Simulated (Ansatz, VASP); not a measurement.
# BaZrO3: VASP beside Ansatz

Aim: how closely do two programs agree when they are given the same cell, functional and k mesh? The cell is taken from a series of VASP runs on this material, whose earlier steps may have relaxed, scaled or displaced it; both programs get it as it stands.

Method: plane waves, with VASP 6.6.1 beside it; band structure at PBE with D3(BJ), single point at PBE with D3(BJ) and electric field gradients at PBE with D3(BJ), in Ansatz 0.2.0.

**1. The starting structure**

It takes space group Pm-3m (No. 221, cubic). The conventional cell has a = 4.212 Å, b = 4.212 Å, c = 4.212 Å, α = 90.00°, β = 90.00°, γ = 90.00°. Nearest to Ba lie 12 O at 2.98 Å. Nearest to Zr lie 6 O at 2.11 Å. Nearest to O lie 2 Zr at 2.11 Å and 4 Ba at 2.98 Å. Farther neighbours and most contacts between anions are not listed.

**2. VASP: band structure, PBE with D3(BJ)**

Levels along a path test the potential and the projectors away from the mesh points.

Lines of VASP's logs that name or quote its potential files are left out, and so is its time.

INCAR reads:

```
SYSTEM = BaZrO3
PREC = Accurate
ENCUT = 520
EDIFF = 1E-06
NELM = 100
ISMEAR = 0
SIGMA = 0.05
LREAL = .FALSE.
ALGO = Normal
GGA = PE
IVDW = 12
NBANDS = 35
LASPH = .TRUE.
LORBIT = 11
LWAVE = .FALSE.
LCHARG = .FALSE.
KPAR = 4
```

POSCAR reads:

```
BaZrO3
1.0
    4.2120241836      0.0000000000      0.0000000000
    0.0000000000      4.2120241836      0.0000000000
    0.0000000000      0.0000000000      4.2120241836
Ba Zr O
1 1 3
Direct
    0.0000000000      0.0000000000      0.0000000000
    0.5000000000      0.5000000000      0.5000000000
    0.0000000000      0.5000000000      0.5000000000
    0.5000000000      0.0000000000      0.5000000000
    0.5000000000      0.5000000000      0.0000000000
```

KPOINTS reads:

```
Automatic mesh
0
Gamma
5 5 5
0 0 0
```

KPOINTS_OPT reads:

```
Line mode
16
Line-mode
Reciprocal
  0.00000000   0.00000000   0.00000000 GAMMA
  0.00000000   0.50000000   0.00000000 X

  0.00000000   0.50000000   0.00000000 X
  0.50000000   0.50000000   0.00000000 M

  0.50000000   0.50000000   0.00000000 M
  0.00000000   0.00000000   0.00000000 GAMMA

  0.00000000   0.00000000   0.00000000 GAMMA
  0.50000000   0.50000000   0.50000000 R

  0.50000000   0.50000000   0.50000000 R
  0.00000000   0.50000000   0.00000000 X

  0.50000000   0.50000000   0.00000000 M
  0.50000000   0.50000000   0.50000000 R
```

Potentials, in the order of the species: Ba_sv, Zr_sv and O (PBE family, release 64).

On the command line:

```
$ mpirun -np 4 vasp_std
```

Numbers of over 12 decimals in the logs are rounded to 6 here.

What it wrote:

```text
[banner, memory and clock lines left out]
running    4 mpi-ranks, on    1 nodes
 distrk:  each k-point on    1 cores,    4 groups
 distr:  one band on    1 cores,    1 groups

 POSCAR found type information on POSCAR BaZrO
 POSCAR found :  3 types and       5 ions
 LDA part: xc-table for (Slater+PW92), standard interpolation
 POSCAR, INCAR and KPOINTS ok, starting setup
 FFT: planning ... GRIDC
 FFT: planning ... GRID_SOFT
 FFT: planning ... GRID
 WAVECAR not read
 entering main loop
       N       E                     dE             d eps       ncg     rms          rms(c)
DAV:   1     0.291560263542E+03    0.29156E+03   -0.21217E+04   700   0.112E+03
DAV:   2    -0.288576466813E+02   -0.32042E+03   -0.30632E+03   871   0.297E+02
DAV:   3    -0.487825666996E+02   -0.19925E+02   -0.19769E+02  1045   0.662E+01
DAV:   4    -0.493207711838E+02   -0.53820E+00   -0.53602E+00   954   0.835E+00
DAV:   5    -0.493281545676E+02   -0.73834E-02   -0.73828E-02   935   0.824E-01    0.281E+01
DAV:   6    -0.419123610062E+02    0.74158E+01   -0.21758E+01   765   0.305E+01    0.105E+01
DAV:   7    -0.417419066851E+02    0.17045E+00   -0.17868E+00   881   0.709E+00    0.852E+00
DAV:   8    -0.417349563583E+02    0.69503E-02   -0.43279E-01   808   0.478E+00    0.313E+00
DAV:   9    -0.417103742154E+02    0.24582E-01   -0.69392E-02   796   0.172E+00    0.569E-01
DAV:  10    -0.417123236380E+02   -0.19494E-02   -0.80503E-03   847   0.644E-01    0.151E-01
DAV:  11    -0.417122689836E+02    0.54654E-04   -0.66787E-04   786   0.184E-01    0.363E-02
DAV:  12    -0.417123329851E+02   -0.64002E-04   -0.12064E-04   794   0.617E-02    0.376E-02
DAV:  13    -0.417123311525E+02    0.18326E-05   -0.10978E-05   872   0.202E-02    0.588E-03
DAV:  14    -0.417123312188E+02   -0.66230E-07   -0.13805E-06   733   0.773E-03
   1 F= -.42923087E+02 E0= -.42923087E+02  d E =-.737088E-20
 Start KPOINTS_OPT (optional k-point list driver)
k-point batch [1-10\96]
       N       E                     dE             ncg
DAV:   1    -0.160276860698E+03   -0.23986E+04      700
DAV:   2    -0.310553051126E+04   -0.29453E+04      851
DAV:   3    -0.328311529610E+04   -0.17758E+03     1016
DAV:   4    -0.328675118970E+04   -0.36359E+01     1048
DAV:   5    -0.328679286639E+04   -0.41677E-01      904
DAV:   6    -0.328679316016E+04   -0.29377E-03      879
DAV:   7    -0.328679316633E+04   -0.61704E-05      826
DAV:   8    -0.328679316644E+04   -0.11131E-06      650
[...]
k-point batch [91-96\96]
       N       E                     dE             ncg
DAV:   1     0.556763132262E+04   -0.87984E+04      420
DAV:   2     0.368130240340E+04   -0.18863E+04      500
DAV:   3     0.355020716468E+04   -0.13110E+03      728
DAV:   4     0.354755443655E+04   -0.26527E+01      565
DAV:   5     0.354749194977E+04   -0.62487E-01      551
DAV:   6     0.354749158457E+04   -0.36521E-03      544
DAV:   7     0.354749158160E+04   -0.29701E-05      516
DAV:   8     0.354749158157E+04   -0.25695E-07      360
```

Parts of OUTCAR (step 2):

```text
ion  position               nearest neighbor table
   1  0.000  0.000  0.000-   3 2.98   4 2.98   5 2.98   3 2.98   4 2.98   3 2.98   5 2.98   3 2.98
                             4 2.98   5 2.98   4 2.98   5 2.98   2 3.65   2 3.65   2 3.65   2 3.65
   2  0.500  0.500  0.500-   3 2.11   4 2.11   5 2.11   5 2.11   4 2.11   3 2.11   1 3.65   1 3.65
                             1 3.65   1 3.65   1 3.65   1 3.65   1 3.65   1 3.65
   3  0.000  0.500  0.500-   2 2.11   2 2.11   1 2.98   1 2.98   1 2.98   1 2.98
   4  0.500  0.000  0.500-   2 2.11   2 2.11   1 2.98   1 2.98   1 2.98   1 2.98
   5  0.500  0.500  0.000-   2 2.11   2 2.11   1 2.98   1 2.98   1 2.98   1 2.98

  LATTYP: Found a simple cubic cell.
 ALAT       =     4.2120241836

 Subroutine GETGRP returns: Found 48 space group operations
 (whereof 48 operations were pure point group operations)

The static configuration has the point symmetry O_h .

 Found     10 irreducible k-points:

   k-points           NKPTS =     10   k-points in BZ     NKDIM =     10   number of bands    NBANDS=     35

   dimension x,y,z NGX =    32 NGY =   32 NGZ =   32
   dimension x,y,z NGXF=    64 NGYF=   64 NGZF=   64

   ENCUT  =  520.0 eV  38.22 Ry    6.18 a.u.   7.83  7.83  7.83*2*pi/ulx,y,z

   NELECT =      40.0000    total number of electrons

 k-points in reciprocal lattice and weights: Automatic mesh
   0.00000000  0.00000000  0.00000000       0.008
   0.20000000  0.00000000  0.00000000       0.048
   0.40000000  0.00000000  0.00000000       0.048
   0.20000000  0.20000000  0.00000000       0.096
   0.40000000  0.20000000  0.00000000       0.192
   0.40000000  0.40000000  0.00000000       0.096
   0.20000000  0.20000000  0.20000000       0.064
   0.40000000  0.20000000  0.20000000       0.192
   0.40000000  0.40000000  0.20000000       0.192
   0.40000000  0.40000000  0.40000000       0.064

 average (electrostatic) potential at core
       1 -33.7397       2 -78.3497       3 -69.4395       4 -69.4395       5 -69.4395

 E-fermi :   3.8990

 k-point     1 :       0.0000    0.0000    0.0000
  band No.  band energies     occupation
    ...
     16       2.7211      2.00000
     17       2.7211      2.00000
     18       3.4444      2.00000
     19       3.4444      2.00000
     20       3.4444      2.00000
     21       6.8407      0.00000
     22       6.8407      0.00000
     23       6.8407      0.00000
     24       8.3197      0.00000
     25       8.3197      0.00000
    ...

 k-point     2 :       0.2000    0.0000    0.0000
  band No.  band energies     occupation
    ...
     16       2.3957      2.00000
     17       2.4591      2.00000
     18       2.6385      2.00000
     19       3.3318      2.00000
     20       3.3318      2.00000
     21       6.9727      0.00000
     22       7.6560      0.00000
     23       7.6560      0.00000
     24       8.9027      0.00000
     25       8.9360      0.00000
    ...

 k-point     3 :       0.4000    0.0000    0.0000
  band No.  band energies     occupation
    ...
     16       2.0227      2.00000
     17       2.0227      2.00000
     18       2.0984      2.00000
     19       3.2239      2.00000
     20       3.2239      2.00000
     21       7.2235      0.00000
     22       9.0260      0.00000
     23       9.0260      0.00000
     24       9.8805      0.00000
     25      10.0733      0.00000
    ...

 Edisp (eV)   -1.21076

  Total      -0.00115    -0.00115    -0.00115     0.00000     0.00000    -0.00000
  in kB      -0.02471    -0.02471    -0.02471     0.00000     0.00000    -0.00000
  external pressure =       -0.02 kB  Pullay stress =        0.00 kB

  energy-cutoff  :      520.00
  volume of cell :       74.73
      direct lattice vectors                 reciprocal lattice vectors
     4.212024184  0.000000000  0.000000000     0.237415541  0.000000000  0.000000000
     0.000000000  4.212024184  0.000000000     0.000000000  0.237415541  0.000000000
     0.000000000  0.000000000  4.212024184     0.000000000  0.000000000  0.237415541

 POSITION                                       TOTAL-FORCE (eV/Angst)
 -----------------------------------------------------------------------------------
      0.00000      0.00000      0.00000         0.000000      0.000000      0.000000
      2.10601      2.10601      2.10601         0.000000      0.000000      0.000000
      0.00000      2.10601      2.10601         0.000000      0.000000      0.000000
      2.10601      0.00000      2.10601         0.000000      0.000000      0.000000
      2.10601      2.10601      0.00000         0.000000      0.000000      0.000000
 -----------------------------------------------------------------------------------
    total drift:                                0.000000     -0.000000     -0.000000

  FREE ENERGIE OF THE ION-ELECTRON SYSTEM (eV)
  ---------------------------------------------------
  free  energy   TOTEN  =       -42.9230874884 eV

  energy  without entropy=      -42.9230874884  energy(sigma->0) =      -42.92308749

 total charge
# of ion       s       p       d       tot
------------------------------------------
    1        2.001   5.633   0.263   7.896
    2        2.196   6.082   1.411   9.688
    3        1.561   3.480   0.000   5.041
    4        1.561   3.480   0.000   5.041
    5        1.561   3.480   0.000   5.041
--------------------------------------------------
tot          8.879  22.154   1.674  32.707

[... 3 further parts left out ...]
```

The run ends at a pressure of 0.00 GPa.

**3. Ansatz: band structure, PBE with D3(BJ)**

Ansatz runs on its default PAW (the set named soft_2) files.

The same cell, functional, mesh and smearing now go to Ansatz, which takes its cutoff from its data sets.

input.yaml reads:

```yaml
crystal:
  lattice:
    - [4.2120241836, 0.0, 0.0]
    - [0.0, 4.2120241836, 0.0]
    - [0.0, 0.0, 4.2120241836]
  atoms:
    - { symbol: Ba, position: [0.0, 0.0, 0.0] }
    - { symbol: Zr, position: [0.5, 0.5, 0.5] }
    - { symbol: O, position: [0.0, 0.5, 0.5] }
    - { symbol: O, position: [0.5, 0.0, 0.5] }
    - { symbol: O, position: [0.5, 0.5, 0.0] }
hamiltonian:
  xc: pbe
  pseudopotentials: { kind: paw }
  dispersion: d3bj
kpoints:
  mp_grid: { grid: [5, 5, 5] }
  band_path:
    path:
      - [0.0, 0.0, 0.0]
      - [0.0, 0.1, 0.0]
      - [0.0, 0.2, 0.0]
      - [0.0, 0.3, 0.0]
      - [0.0, 0.43333, 0.0]
      - [0.0, 0.5, 0.0]
      - [0.1, 0.5, 0.0]
      - [0.2, 0.5, 0.0]
      - [0.33333, 0.5, 0.0]
      - [0.43333, 0.5, 0.0]
      - [0.5, 0.5, 0.0]
      - [0.36667, 0.36667, 0.0]
      - [0.26667, 0.26667, 0.0]
      - [0.16667, 0.16667, 0.0]
      - [0.06667, 0.06667, 0.0]
      - [0.03333, 0.03333, 0.03333]
      - [0.13333, 0.13333, 0.13333]
      - [0.23333, 0.23333, 0.23333]
      - [0.33333, 0.33333, 0.33333]
      - [0.46667, 0.46667, 0.46667]
      - [0.5, 0.5, 0.5]
      - [0.46667, 0.5, 0.46667]
      - [0.36667, 0.5, 0.36667]
      - [0.23333, 0.5, 0.23333]
      - [0.13333, 0.5, 0.13333]
      - [0.03333, 0.5, 0.03333]
      - [0.5, 0.5, 0.03333]
      - [0.5, 0.5, 0.16667]
      - [0.5, 0.5, 0.26667]
      - [0.5, 0.5, 0.36667]
      - [0.5, 0.5, 0.5]
    npoints: 1
scf:
  occupations: { method: gaussian, width: 0.05 }
  n_extra_bands: 8
output:
  forces: true
  stress: true
  eigenvalues: true
  write_density: true
  write_potential: true
  elf: true
  volumetric_format: npy
```

On the command line:

```
$ ansatz run input.yaml --threads 2 --pin off --max-ram 4608MiB --backend cpu --events-out ev --progress --plain --runs-dir out
```

What it wrote:

```text
scf.n_extra_bands = 8 over 20 filled bands (N_el = 40.0): the run solves 28 bands
Engine: ansatz 0.2.0, aarch64-unknown-linux-gnu
Pseudopotentials: kind: paw
Pseudopotential: Ba, paw, valence charge 10, recommended cutoff 420 eV (normal), Ba.paw.azcp
Pseudopotential: Zr, paw, valence charge 12, recommended cutoff 420 eV (normal), Zr.paw.azcp
Pseudopotential: O, paw, valence charge 6, recommended cutoff 420 eV (normal), O.paw.azcp
Functional definition: PBE
  parameter kappa = 0.804
  parameter beta = 0.066725
  exchange = pbe_x(kappa = kappa, mu = beta*pi^2/3)
  correlation = pbe_c(beta = beta)
Crystal: 5 atoms, lattice volume = 74.726 Å³
Basis set: ecut = 420 eV, 1419 PW (Γ), exchange–correlation on 60×60×60 points (8 copies of the dense FFT grid, shifted against one another)
Bands: 28, of which v1, the nominal top of the filled ones, is band 20 counted from 1 (19 counted from 0)
Symmetry: 48 space group operations
Space group: Pm-3m (ITA 221), of the structure as read, at distance tolerance 4.2e-5 Å
k-points: 10 of 125
Non-local potential: Ba, projectors of the file, l = 0: 3, l = 1: 2, l = 2: 2, l = 3: 2
Non-local potential: Zr, projectors of the file, l = 0: 3, l = 1: 2, l = 2: 2, l = 3: 2
Non-local potential: O, projectors of the file, l = 0: 2, l = 1: 2, l = 2: 1
PAW form: soft (Blöchl's): semilocal exchange-correlation on the pseudo side does not see the compensation charge
PAW one-centre angular grid: Ba, 194 points (default); XC on 64 Gauss nodes
PAW one-centre angular grid: Zr, 590 points (default); XC on 64 Gauss nodes
PAW one-centre angular grid: O, 110 points (default); XC on 64 Gauss nodes
Initial density: superposition of atomic densities (neutral atoms: chi_scale 0, normalization atom), corrected by the library's trained network
Initial wavefunctions: pseudopotential atomic-orbital guess
Functional: x = pbe(κ = 0.804, μ = 0.219515), c = pbe(β = 0.066725)
SCF iter   1: F=—  HF=-11845.900229 eV  |F-HF|=—  |Δ(HF+E_count)|=         —  Δρ=7.69e-4  dr2=2.74e-4  ethr=1.77e-3  ⟨swp⟩=8.0  Hψ=1533  notcnv=0  defer=1
preconditioner: auto → Resta (q_TF=auto, 2.458 Å⁻¹)  ε∞=3.5  [insulator: Δε(μ)=3.297 eV  Ē_g=16.891 eV  σ=0.050 eV  W_gap=1.00  n_scr=18 (ndim 8)  ℏωp=26.5 eV  f_vac=0.000  D(μ)=0.00/eV (n_scr^D=0)  ε∞_Penn≈3.5]
SCF iter   2: F=—  HF=-11845.900456 eV  |F-HF|=—  |Δ(HF+E_count)|=   2.27e-4  Δρ=6.95e-4  dr2=2.70e-4  ethr=6.84e-7  ⟨swp⟩=2.4  Hψ=569  notcnv=0  defer=4
SCF iter   3: F=—  HF=-11845.900472 eV  |F-HF|=—  |Δ(HF+E_count)|=   1.54e-5  Δρ=2.40e-4  dr2=1.21e-5  ethr=6.75e-7  ⟨swp⟩=2.0  Hψ=366  notcnv=0  defer=4
SCF iter   4: F=—  HF=-11845.900458 eV  |F-HF|=—  |Δ(HF+E_count)|=   1.37e-5  Δρ=1.18e-4  dr2=3.53e-6  ethr=3.02e-8  ⟨swp⟩=2.0  Hψ=441  notcnv=0  defer=4
iter 5 did not close the SCF: its close was put off for the readings that it lacked (scf_convergence_deferred on its scf_iter line)
SCF iter   5: F=-11845.900471 eV  HF=-11845.900471 eV  |F-HF|=3.91e-8  |Δ(HF+E_count)|=   1.26e-5  Δρ=1.16e-5  dr2=6.48e-8  ethr=8.82e-9  ⟨swp⟩=2.4  Hψ=449  notcnv=0  defer=4
SCF iter   6: F=-11845.900471 eV  HF=-11845.900471 eV  |F-HF|=5.27e-9  |Δ(HF+E_count)|=   4.79e-8  Δρ=2.37e-6  dr2=2.74e-9  ethr=1.62e-10  ⟨swp⟩=11.3  Hψ=2053  notcnv=0
SCF 1 converged in 6 iterations: F = -11845.900471 eV  dr2 = 2.74e-9
  greatest PAW one-centre occupation: 0.995 electrons in one spin orbital (limit 2), on the Zr atom at site 1 (counted from 0), in its partial waves of l = 0
NSCF: frozen V_eff on 31 k-points
SCF converged after 6 iterations
Free energy (F): -11845.900471 eV
Harris-Foulkes:  -11845.900471 eV  (|F-HF|=5.27e-9)
Internal energy: -11845.900471 eV  (E = F + TS)
E sigma→0 (E₀):  -11845.900471 eV
Fermi energy:    11.189214 eV
--- Per-component energies (eV) ---
  E_band       = -99.330361
  E_kinetic    = 1032.143805
  E_local      = -1956.844025  (includes V_loc(G=0)·N_el)
  E_nonlocal   = 275.870037
  E_hartree    = 692.721942
  E_xc         = -555.801515
  E_vxc        = -615.100593  (∫ρ·V_xc dr)
  E_paw        = -8652.238380  (= ΣΔE_a)
  E_vpaw       = -220.851349  (= ΣTr[D̂ρ^β])
  E_aug_tail   = 0.007375  (compensation charges beyond the density's cutoff)
  E_ewald      = -2680.548534
  E_disp       = -1.211177  (pairwise vdW)
  E_smearing   = -0.000000  (= −TS)
  E_closure    = 0.000000  (closes the sum)
  Σ components = -11845.900471   (vs F -11845.900471, Δ=0.00e0)
--- Forces (eV/Å), atoms counted from 1 ---
  atom   1  Ba    -0.00000000     0.00000000     0.00000000
  atom   2  Zr     0.00000000     0.00000000     0.00000000
  atom   3  O      0.00000000    -0.00000000     0.00000000
  atom   4  O      0.00000000    -0.00000000     0.00000000
  atom   5  O      0.00000000     0.00000000     0.00000000
  max |Σ_I F_I| component: 5.18e-29 eV/Å
--- Stress (GPa, compression-positive) ---
       -0.991032       0.000000       0.000000
       -0.000000      -0.991032       0.000000
       -0.000000       0.000000      -0.991032
  P = ⅓ Tr σ = -0.9910 GPa (-9.910 kbar)
--- Band table (eV; the first three rows and the last of 10) ---
  k-point 0: bands = [... 16 lower, 8.6618, 9.4254, 9.4254, 9.4254, 12.8427, 12.8427, 12.8427, 14.3661, ... 4 higher]
  k-point 1: bands = [... 16 lower, 8.4223, 8.6235, 9.3124, 9.3124, 12.9537, 13.6448, 13.6448, 14.9274, ... 4 higher]
  k-point 2: bands = [... 16 lower, 7.9869, 8.0889, 9.2045, 9.2045, 13.1596, 14.9947, 14.9947, 15.9065, ... 4 higher]
  k-point 9: bands = [... 16 lower, 7.1778, 9.4254, 9.4254, 9.5350, 15.5796, 15.7421, 15.7421, 16.5286, ... 4 higher]
```

Elapsed: 3.4 s, on 2 threads of Arm Neoverse N1, shared host; peak memory 0.34 GiB.

Reading the cycles: dr2 is the Hartree energy of the density residual (eV), the measure of convergence; HF is the Harris–Foulkes estimate of the energy, which meets the free energy F at convergence.

**4. Differences**

Known differences besides the potentials themselves: the cutoff is 420 eV in Ansatz and 520 eV in VASP. Total energies have different zeros and are not compared.

Both answers:

| quantity | Ansatz | VASP | difference |
| --- | --- | --- | --- |
| pressure (GPa) | -0.99 | 0.00 | -0.99 |
| pressure without Ansatz's Pulay correction (GPa) | -1.47 | 0.00 | -1.47 |
| gap over the path points (eV) | 3.204 | 3.156 | +0.049 |

Levels at points of the path, from each program's valence-band top (eV; 4 filled, then empty):

| k (reciprocal lattice) | Ansatz | VASP |
| --- | --- | --- |
| 0.000 0.000 0.000 | -0.98 -0.21 -0.21 -0.21 3.20 3.20 3.20 | -0.96 -0.24 -0.24 -0.24 3.16 3.16 3.16 |
| 0.000 0.100 0.000 | -1.05 -0.49 -0.25 -0.25 3.23 3.43 3.43 | -1.04 -0.52 -0.28 -0.28 3.19 3.39 3.39 |
| 0.000 0.200 0.000 | -1.22 -1.01 -0.33 -0.33 3.31 4.01 4.01 | -1.23 -1.05 -0.35 -0.35 3.29 3.97 3.97 |
| 0.000 0.300 0.000 | -1.42 -1.41 -0.39 -0.39 3.42 4.73 4.73 | -1.45 -1.43 -0.42 -0.42 3.42 4.70 4.70 |
| 0.000 0.433 0.000 | -1.68 -1.58 -0.44 -0.44 3.54 5.50 5.50 | -1.69 -1.62 -0.47 -0.47 3.56 5.49 5.49 |
| 0.000 0.500 0.000 | -1.70 -1.60 -0.45 -0.45 3.56 5.62 5.62 | -1.71 -1.64 -0.47 -0.47 3.59 5.61 5.61 |
| 0.100 0.500 0.000 | -1.57 -1.11 -0.69 -0.51 3.76 5.62 5.63 | -1.61 -1.13 -0.72 -0.53 3.79 5.60 5.61 |
| 0.200 0.500 0.000 | -1.38 -1.04 -0.63 -0.62 4.28 5.61 5.72 | -1.42 -1.07 -0.65 -0.64 4.29 5.59 5.70 |
| 0.333 0.500 0.000 | -1.08 -1.01 -0.75 -0.21 5.10 5.61 6.07 | -1.11 -1.04 -0.77 -0.23 5.09 5.58 6.04 |
| 0.433 0.500 0.000 | -0.94 -0.93 -0.80 -0.07 5.52 5.61 6.35 | -0.96 -0.95 -0.82 -0.10 5.50 5.58 6.30 |

Among the levels compared at these points, filled levels agree within 45 meV and empty ones within 87 meV. Ansatz's pressure holds a Pulay correction of 0.48 GPa; VASP's holds none.

**5. Further runs**

Further runs change the set-up of one program: Ansatz's method, potentials or start, or VASP's data sets, cutoff or form of LDA. The table gives Ansatz less VASP for each quantity, since a change that brings one quantity closer may part another.

| run | pressure (GPa) | gap over the path points (eV) |
| --- | --- | --- |
| as above | -0.99 | 0.049 |
| Ansatz's all-electron LAPW method | -1.0 | 0.046 |

(Continued in part 2 of 2.)

[Lines on the potential files, build, host, timing and source positions are cut from VASP's logs without a mark.]

[Logs are printed without paths, hosts, clocks, repeated set-up lines and the standing remarks that a program may print on its own settings, such as how far it seeks lower states.]

[Hosts, paths, dates, database ids (printed as entryN), source tags and the programs' standing remarks are cut or masked in the printed files.]
